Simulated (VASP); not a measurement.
Input:

```xyz
2
Lattice="0.0000 2.2298 2.2298 2.2298 0.0000 2.2298 2.2298 2.2298 0.0000" Properties=species:S:1:pos:R:3 pbc="T T T"
Si     0.0000     0.0000     0.0000
C      1.1149     1.1149     1.1149
```

Level of theory: optB86b-vdW, VASP's PBE PAW potentials (set 64) (plane waves; VASP 6.6.1). Run with 520 eV cut-off, 10×10×10 Γ-centred mesh, Gaussian smearing of 0.050 eV, potentials Si C.

Problem. What does the run give for the energy per atom (σ→0), pressure, band gap (on the k-mesh) with the smallest direct gap where there is one?

Solution. 
```json
{
 "band gap (on the k-mesh)": "1.45 eV",
 "smallest direct gap (on the k-mesh)": "4.50 eV",
 "energy per atom (σ→0)": "-6.468 eV/atom",
 "pressure": "-11.15 GPa"
}
```

Total energies compare only between runs with the same potentials, cut-off and functional.

The compound is SiC in the zinc blende structure. This cell is one point of a volume scan, at 1.06 of the reference volume.
